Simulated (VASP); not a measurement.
Output of a VASP run:

### OUTCAR
```
 ion  position               nearest neighbor table
   1  0.000  0.000  0.000-   2 2.53   3 2.53   2 2.53   3 2.53   3 2.56   3 2.56   2 2.56   2 2.56
                             3 2.56   3 2.56   2 2.56   2 2.56
   2  0.333  0.667  0.500-   3 1.82   3 1.86   3 1.86   1 2.53   1 2.53   1 2.56   1 2.56   1 2.56
                             1 2.56
   3  0.667  0.333  0.500-   2 1.82   2 1.86   2 1.86   1 2.53   1 2.53   1 2.56   1 2.56   1 2.56
                             1 2.56
  LATTYP: Found a base centered orthorhombic cell.
 ALAT       =     3.2493809960
 B/A-ratio  =     1.6816030109
 C/A-ratio  =     1.0808128212
 Subroutine PRICEL returns:
 Original cell was already a primitive cell.
 Subroutine GETGRP returns: Found  8 space group operations
The static configuration has the point symmetry D_2h.
The dynamic configuration has the point symmetry D_2h.
 Subroutine INISYM returns: Found  8 space group operations
 Subroutine IBZKPT returns following result:
 Found    155 irreducible k-points:

 Following reciprocal coordinates:
            Coordinates               Weight
  0.000000  0.000000  0.000000      1.000000
  0.100000  0.000000  0.000000      4.000000
  0.200000  0.000000  0.000000      4.000000
  0.300000  0.000000  0.000000      4.000000
  0.400000  0.000000  0.000000      4.000000
  0.500000  0.000000  0.000000      2.000000
  0.100000  0.100000  0.000000      2.000000
  0.200000  0.100000  0.000000      4.000000
  0.300000  0.100000  0.000000      4.000000
  0.400000  0.100000  0.000000      4.000000
  0.500000  0.100000  0.000000      4.000000
 -0.400000  0.100000  0.000000      4.000000
 -0.300000  0.100000  0.000000      4.000000
 -0.200000  0.100000  0.000000      4.000000
 -0.100000  0.100000  0.000000      2.000000
  0.200000  0.200000  0.000000      2.000000
  0.300000  0.200000  0.000000      4.000000
  0.400000  0.200000  0.000000      4.000000
  0.500000  0.200000  0.000000      4.000000
 -0.400000  0.200000  0.000000      4.000000
 -0.300000  0.200000  0.000000      4.000000
 -0.200000  0.200000  0.000000      2.000000
  0.300000  0.300000  0.000000      2.000000
  0.400000  0.300000  0.000000      4.000000
  0.500000  0.300000  0.000000      4.000000
 -0.400000  0.300000  0.000000      4.000000
 -0.300000  0.300000  0.000000      2.000000
  0.400000  0.400000  0.000000      2.000000
  0.500000  0.400000  0.000000      4.000000
 -0.400000  0.400000  0.000000      2.000000
  0.500000  0.500000  0.000000      1.000000
  0.000000  0.000000  0.125000      2.000000
  0.100000  0.000000  0.125000      8.000000
  0.200000  0.000000  0.125000      8.000000
  0.300000  0.000000  0.125000      8.000000
  0.400000  0.000000  0.125000      8.000000
  0.500000  0.000000  0.125000      4.000000
  0.100000  0.100000  0.125000      4.000000
  0.200000  0.100000  0.125000      8.000000
  0.300000  0.100000  0.125000      8.000000
   k-points           NKPTS =    155   k-points in BZ     NKDIM =    155   number of bands    NBANDS=     13
   number of dos      NEDOS =    301   number of ions     NIONS =      3
   total plane-waves  NPLWV =  21952
   dimension x,y,z NGX =    28 NGY =   28 NGZ =   28
   dimension x,y,z NGXF=    56 NGYF=   56 NGZF=   56
   ions per type =               1   2
   PREC   = accura    normal or accurate (medium, high low for compatibility)
   ISTART =      0    job   : 0-new  1-cont  2-samecut
   ICHARG =      2    charge: 1-file 2-atom 10-const
   ISPIN  =      1    spin polarized calculation?
   LNONCOLLINEAR =      F non collinear calculations
   LSORBIT =      F    spin-orbit coupling
   INIWAV =      1    electr: 0-lowe 1-rand  2-diag
   ENCUT  =  600.0 eV  44.10 Ry    6.64 a.u.   6.35  6.35  7.01*2*pi/ulx,y,z
   NELM   =    100;   NELMIN=  2; NELMDL= -5     # of ELM steps
   EDIFF  = 0.1E-06   stopping-criterion for ELM
   LREAL  =      F    real-space projection
   NLSPLINE    = F    spline interpolate recip. space projectors
...
```

File OSZICAR:
```
       N       E                     dE             d eps       ncg     rms          rms(c)
DAV:   1     0.119479356103E+03    0.11948E+03   -0.10771E+04  4030   0.154E+03
DAV:   2    -0.225323493376E+02   -0.14201E+03   -0.13721E+03  4645   0.352E+02
DAV:   3    -0.286712128336E+02   -0.61389E+01   -0.60645E+01  6553   0.645E+01
DAV:   4    -0.288235574044E+02   -0.15234E+00   -0.15228E+00  5218   0.922E+00
DAV:   5    -0.288269533724E+02   -0.33960E-02   -0.33959E-02  6243   0.113E+00    0.219E+01
DAV:   6    -0.264006165805E+02    0.24263E+01   -0.70324E+00  4848   0.190E+01    0.902E+00
DAV:   7    -0.263593502445E+02    0.41266E-01   -0.85340E-01  6218   0.608E+00    0.309E+00
DAV:   8    -0.263572679513E+02    0.20823E-02   -0.97868E-02  4842   0.290E+00    0.797E-01
DAV:   9    -0.263542858240E+02    0.29821E-02   -0.17033E-02  5024   0.108E+00    0.129E-01
DAV:  10    -0.263542508368E+02    0.34987E-04   -0.84036E-04  5246   0.275E-01    0.398E-02
DAV:  11    -0.263542607881E+02   -0.99513E-05   -0.26424E-05  5410   0.597E-02    0.126E-02
DAV:  12    -0.263542606576E+02    0.13049E-06   -0.14625E-06  5146   0.136E-02    0.412E-03
DAV:  13    -0.263542606459E+02    0.11734E-07   -0.56477E-07  5070   0.612E-03
   1 F= -.26354261E+02 E0= -.26354247E+02  d E =-.263543E+02
       N       E                     dE             d eps       ncg     rms          rms(c)
DAV:   1    -0.263543630269E+02   -0.10237E-03   -0.88980E-03  4140   0.593E-01    0.303E-02
DAV:   2    -0.263543499415E+02    0.13085E-04   -0.91577E-05  5303   0.646E-02    0.153E-02
DAV:   3    -0.263543429079E+02    0.70336E-05   -0.21360E-05  4853   0.283E-02    0.138E-03
DAV:   4    -0.263543429833E+02   -0.75326E-07   -0.14030E-06  4855   0.726E-03    0.117E-03
DAV:   5    -0.263543429838E+02   -0.54274E-09   -0.15927E-08  2662   0.105E-03
   2 F= -.26354343E+02 E0= -.26354330E+02  d E =-.823379E-04
```

OUTCAR:
```
------------------------ aborting loop because EDIFF is reached ----------------------------------------
  FORCE on cell =-STRESS in cart. coord.  units (eV):
  Direction    XX          YY          ZZ          XY          YZ          ZX
  --------------------------------------------------------------------------------------
  Total       -3.1062983     -0.3213919     -0.6651740      0.0000000      0.0000000      0.0000000
  in kB     -159.6275541    -16.5158009    -34.1821970      0.0000000      0.0000000      0.0000000
  external PRESSURE =     -70.1085174 kB  Pullay stress =       0.0000000 kB
  volume of cell :       31.18
      direct lattice vectors                 reciprocal lattice vectors
     1.624690498 -2.732084433  0.000000000     0.307750923 -0.183010449  0.000000000
     1.624690498  2.732084433  0.000000000     0.307750923  0.183010449  0.000000000
     0.000000000  0.000000000  3.511972641     0.000000000  0.000000000  0.284740259
 POSITION                                       TOTAL-FORCE (eV/Angst)
 -----------------------------------------------------------------------------------
      1.62469     -2.73208      0.00000         0.000000      0.000000      0.000000
      1.62469      0.90855      1.75599         0.000000      0.006311      0.000000
      1.62469     -0.90855      1.75599         0.000000     -0.006311      0.000000
 -----------------------------------------------------------------------------------
    total drift:                                0.000000     -0.000000     -0.000000
  FREE ENERGIE OF THE ION-ELECTRON SYSTEM (eV)
  ---------------------------------------------------
  free  energy   TOTEN  =       -26.3543429838 eV

  energy  without entropy=      -26.3543029755  energy(sigma->0) =      -26.35432965

 reached required accuracy - stopping structural energy minimisation
```
(Selected blocks of OUTCAR.)

### POSCAR
```
ZrB2
1
    1.6246904980    -2.7320844332     0.0000000000
    1.6246904980     2.7320844332     0.0000000000
    0.0000000000     0.0000000000     3.5119726415
Zr B
1 2
Direct
  0.0000000000   0.0000000000   0.0000000000
  0.3333330000   0.6666670000   0.5000000000
  0.6666670000   0.3333330000   0.5000000000
```

Task: Reconstruct the remaining input files.

Result: Several could match; the one computed here: the input of the run itself, PBEsol GGA, plane waves, VASP's PBE PAW potentials (set 64).

File KPOINTS:
```
Automatic
0
G
  10 10 8
0 0 0
```

**INCAR**
```
PREC = Accurate
EDIFFG = -0.01
NELM = 100   # most electronic steps
LREAL = .FALSE.   # projection in real space or not
LASPH = .TRUE.
NSW = 30
ISMEAR = 1
LCHARG = .FALSE.
GGA = PS
ISIF = 2   # forces and stress, cell fixed
SYSTEM = ZrB2
ALGO = Normal   # blocked Davidson
LMAXMIX = 4
ENCUT = 600   # plane-wave cut-off (eV)
LWAVE = .FALSE.
IBRION = 2   # conjugate gradients
SIGMA = 0.1   # width (eV)
EDIFF = 1E-7   # SCF stop (eV)
```

POTCAR, in this order: Zr_sv B (PBE.64 set). Program: vasp_std.

The compound is ZrB2 in the AlB2 type structure. This cell was strained or had an atom moved on purpose. Symmetry was kept, so distortions that lower it aren't found.
